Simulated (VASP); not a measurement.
Given:

```
TiB2
1.0
    1.47330    -2.55184     0.00000
    1.47330     2.55184     0.00000
    0.00000     0.00000     3.09300
Ti B
1 2
Direct
  0.00000   0.00000   0.00000
  0.33333   0.66667   0.50000
  0.66667   0.33333   0.50000
```

These are PBE GGA, VASP's PBE PAW potentials (set 64) (plane waves; VASP) values and carry that method's errors. Numerical set-up: 620 eV cut-off, 12×12×10 Γ-centred mesh, first-order Methfessel-Paxton smearing of 0.10 eV, potentials Ti_sv B.

Predict the energy per atom (σ→0), pressure, band gap (on the k-mesh) with the smallest direct gap where there is one.

```
Item                                                         Value
------------------------  ----------------------------------------
band gap (on the k-mesh)  none (metal, semimetal or under 0.01 eV)
energy per atom (σ→0)                               -8.073 eV/atom
pressure                                                301.1 kbar
```

Only differences to runs with the same potentials and settings are physical.

The compound is TiB2 in the AlB2 type structure. It was relaxed first under an external pressure of 30 GPa.
